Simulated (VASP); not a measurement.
Crystal: CH4, in a box.

```xyz
5
Lattice="12.2282 0.0000 0.0000 0.0000 12.7282 0.0000 0.0000 0.0000 13.2282" Properties=species:S:1:pos:R:3 pbc="T T T"
C     6.1141    6.4141    6.6141
H     6.3289    5.4519    7.0949
H     6.8807    7.1448    6.8996
H     5.1290    6.7724    6.9372
H     6.1177    6.2872    5.5246
```

Base run:

- Program: VASP 6.6.1
- Functional: PBE
- Potentials or basis: VASP PAW PBE potentials, release 64 (C, H)
- Cutoff: 400 eV
- k mesh: 1 × 1 × 1
- Occupations: gaussian, width 0.01 eV
- Spin: no spin polarisation

Its results: gap between the frontier levels 8.90 eV.

Task: After a change of settings the same cell gave: gap between the frontier levels 8.65 eV. Which change was it?
A. functional from PBE to RPBE; dispersion from none to D3(BJ)
B. functional from PBE to RPBE
C. functional from PBE to optB86b-vdW

Result: C.

Not every run made on this cell is shown here.
